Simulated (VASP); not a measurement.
Input:

```xyz
2
Lattice="0.0000 3.2826 3.2826 3.2826 0.0000 3.2826 3.2826 3.2826 0.0000" Properties=species:S:1:pos:R:3 pbc="T T T"
Cd     0.0000     0.0000     0.0000
Te     1.6413     1.6413     1.6413
```

All values below come from PBE GGA, VASP's PBE PAW potentials (set 64) (plane waves; VASP). Settings: PREC = Normal, 500 eV cut-off, 4×4×4 Γ-centred mesh, Gaussian smearing of 0.010 eV, potentials Cd_sv_GW Te_GW.

Unless said otherwise, spin-orbit coupling is left out, though it shifts the bands of the heavy elements here.

Task: Estimate the energy per atom (σ→0), band gap (on the k-mesh) with the smallest direct gap where there is one.

Result: 
- band gap (on the k-mesh) = 0.64 eV
- smallest direct gap (on the k-mesh) = 0.64 eV
- energy per atom (σ→0) = -231.9 kJ/mol of atoms

Total energies compare only between runs with the same potentials, cut-off and functional.

The compound is CdTe in the zinc blende structure. This cell is one point of a volume scan, at 1.04 of the reference volume.
